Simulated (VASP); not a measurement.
The input files of a VASP run:

**KPOINTS**
```
Automatic mesh
0
Gamma
4 4 4
0 0 0
```

**INCAR**
```
SYSTEM=CdO
PREC=Normal; ENCUT=500; LREAL=.FALSE.
LASPH=.TRUE.
EDIFF=1E-8; NELM=100; ALGO=Normal
ISMEAR=0; SIGMA=0.01
GGA=PE
LWAVE=.TRUE.; LCHARG=.FALSE.
```

### POSCAR
```
CdO
1
    0.0000000000     2.3500000000     2.3500000000
    2.3500000000     0.0000000000     2.3500000000
    2.3500000000     2.3500000000     0.0000000000
Cd O
1 1
Direct
  0.0000000000   0.0000000000   0.0000000000
  0.5000000000   0.5000000000   0.5000000000
```

POTCAR, in this order: Cd_sv_GW O_GW_new (PBE.64 set). Program: vasp_std.

Q: Translate this PBE calculation to Quantum ESPRESSO's pw.x.

A: One equivalent input (not run):
```
&CONTROL
  calculation = 'scf'
  pseudo_dir = './pseudo'
  outdir = './out'
  tprnfor = .true.
  tstress = .true.
/
&SYSTEM
  ibrav = 0
  nat = 2
  ntyp = 2
  ecutwfc = 102
  occupations = 'smearing'
  smearing = 'gaussian'
  degauss = 0.000735
  input_dft = 'pbe'
/
&ELECTRONS
  conv_thr = 7.3e-10
  electron_maxstep = 100
/
ATOMIC_SPECIES
  Cd 112.414 Cd.upf
  O 15.999 O.upf
CELL_PARAMETERS angstrom
     0.0000000    2.3500000    2.3500000
     2.3500000    0.0000000    2.3500000
     2.3500000    2.3500000    0.0000000
ATOMIC_POSITIONS crystal
  Cd   0.0000000  0.0000000  0.0000000
  O    0.5000000  0.5000000  0.5000000
K_POINTS automatic
  4 4 4 0 0 0
```
The two are equivalent in intent, not identical: the potentials are each code's own (VASP's PAW set, PseudoDojo norm-conserving files in pw.x), so ENCUT and ecutwfc are chosen apart and not converted; conv_thr bounds pw.x's estimated SCF error, while EDIFF bounds the energy change between steps.

The compound is CdO in the rock salt structure. The cell was not relaxed at this level. The k-mesh is coarse (spacing up to 0.58 per Å, 2π included), so the numbers may not be converged in it.
